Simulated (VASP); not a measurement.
Here is a VASP 6.6.1 calculation.

Contents of INCAR:

```
ALGO = Fast
EDIFF = 1E-6
EDIFFG = -0.02
ENCUT = 520
GGA = RP
IBRION = 2
ISIF = 2
ISMEAR = 1
LASPH = True
LCHARG = False
LREAL = False
LWAVE = False
NELM = 80
NSW = 40
PREC = Accurate
SIGMA = 0.1
```

KPOINTS

```
k-points
0
Gamma
  7 7 7
```

File POSCAR:

```
NaY
1.0
    4.0118800000      0.0000000000      0.0000000000
    0.0000000000      4.0118800000      0.0000000000
    0.0000000000      0.0000000000      4.0118800000
Na Y
1 1
Direct
    0.0000000000      0.0000000000      0.0000000000
    0.5000000000      0.5000000000      0.5000000000
```

Potentials or basis: VASP PAW PBE potentials, release 64 (Na_pv, Y_sv).

Launch:

```bash
$ cat potpaw_PBE.64/Na_pv/POTCAR potpaw_PBE.64/Y_sv/POTCAR > POTCAR
$ mpirun -np 1 vasp_std > vasp.out
```

Problem. Predict the band gap on the k mesh.

Solution. None (metal or under the smearing width).

Final structure:
```xyz
2
Lattice="4.0119 0.0000 0.0000 0.0000 4.0119 0.0000 0.0000 0.0000 4.0119" Properties=species:S:1:pos:R:3 pbc="T T T"
Na    0.0000    0.0000    0.0000
Y     2.0059    2.0059    2.0059
```

Caveat: the relaxation stopped at its first step, so nothing moved.
